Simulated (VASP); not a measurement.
Computed with HSE06 screened hybrid, VASP's PBE PAW potentials (set 64) (plane waves; VASP).

Input for VASP

**INCAR**
```
AEXX  =  0.25
ALGO  =  Normal
EDIFF  =  1E-6
ENCUT  =  520
GGA  =  PE
HFSCREEN  =  0.2
ISIF  =  2
ISMEAR  =  0
ISYM  =  3
LASPH  =  .TRUE.
LCHARG  =  .FALSE.
LHFCALC  =  .TRUE.
LREAL  =  .FALSE.
LWAVE  =  .FALSE.
NELM  =  60
PREC  =  Accurate
PRECFOCK  =  Fast
SIGMA  =  0.05
SYSTEM  =  C
```

### POSCAR
```
C
1.7314260
  0.0000000000   1.0000002145   1.0000002145
  1.0000002145   0.0000000000   1.0000002145
  1.0000002145   1.0000002145   0.0000000000
C
2
Cart
  0.0000000000   0.0000000000   0.0000000000
  0.5000001073   0.5000001073   0.5000001073
```

KPOINTS:
```
kpoints
0
gamma
 10 10 10
0 0 0
```

POTCAR, in this order: C (PBE.64 set). Program: vasp_std. Read from the step before: WAVECAR.

Task: What will the output report for the number of irreducible k-points (NKPTS), largest plane-wave count, number of space-group operations, FFT grid (NGX, NGY, NGZ)?

Result: 
```json
{
  "number of irreducible k-points (NKPTS)": "47",
  "largest_plane_wave_count": "291",
  "number_of_space_group_operations": "48",
  "FFT grid (NGX, NGY, NGZ)": "18 × 18 × 18"
}
```

The compound is C in the diamond structure. This cell is one point of a volume scan, at 0.91 of the reference volume. The cell's shape comes from a PBE relaxation.
